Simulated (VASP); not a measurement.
An input for Ansatz (written as the equivalent of a VASP run, and not itself run):

Ansatz 0.2 input:
```yaml
crystal:
  lattice:
    - [2.1101530, 1.2182970, 3.6115170]
    - [-2.1101530, 1.2182970, 3.6115170]
    - [0.0000000, -2.4365950, 3.6115170]
  atoms:
    - { symbol: V, position: [0.7624000, 0.7624000, 0.7624000], spin: 2 }
    - { symbol: Bi, position: [0.2376000, 0.2376000, 0.2376000] }
kpoints:
  mp_grid: { grid: [5, 5, 5] }
hamiltonian:
  xc: pbe
  pseudopotentials: { kind: paw }
magnetization: { spin_polarized: true }
scf:
  occupations: { method: fermi_dirac, width: 0.1 }
  max_iter: 100
output: { forces: true, stress: true, eigenvalues: true }
```

Problem. Translate this input to VASP (INCAR, KPOINTS, POSCAR, choice of POTCAR).

Solution. This is not unique; one that fits is 
### INCAR
```
PREC  =  Accurate
SYSTEM  =  VBi
ENCUT  =  300
LORBIT  =  11
SIGMA  =  0.1   # width (eV)
LREAL  =  .False.   # projection in real space or not
ISPIN  =  2   # spin-polarised
LCHARG  =  .False.
LMAXMIX  =  4
ALGO  =  Normal
GGA  =  PE   # PBE
NELM  =  100   # most electronic steps
EDIFF  =  1E-6
LWAVE  =  .False.
ISIF  =  2   # forces and stress, cell fixed
MAGMOM  =  2.0 0.0
LASPH  =  .True.
ISMEAR  =  -1   # Fermi-Dirac
```

KPOINTS:
```
Automatic mesh
0
Gamma
5 5 5
0 0 0
```

**POSCAR**
```
VBi
1
    2.1101530000     1.2182970000     3.6115170000
   -2.1101530000     1.2182970000     3.6115170000
    0.0000000000    -2.4365950000     3.6115170000
V Bi
1 1
Direct
  0.7624000000   0.7624000000   0.7624000000
  0.2376000000   0.2376000000   0.2376000000
```

POTCAR, in this order: V_sv Bi_d (PBE.64 set). Program: vasp_std.

The two are equivalent in intent, not identical: each code has its own PAW files, so the cut-off isn't converted (ENCUT is set for VASP's; basis.ecutwfc is left out, and Ansatz then takes the one that its files recommend); Ansatz stops its SCF on the density residual and VASP on the energy change (EDIFF).

The structure was generated: VBi was put into an ordered model structure, which need not be its known phase. The cell was not relaxed at this level. The k-mesh is coarse (spacing up to 0.36 per Å, 2π included), so the numbers may not be converged in it.
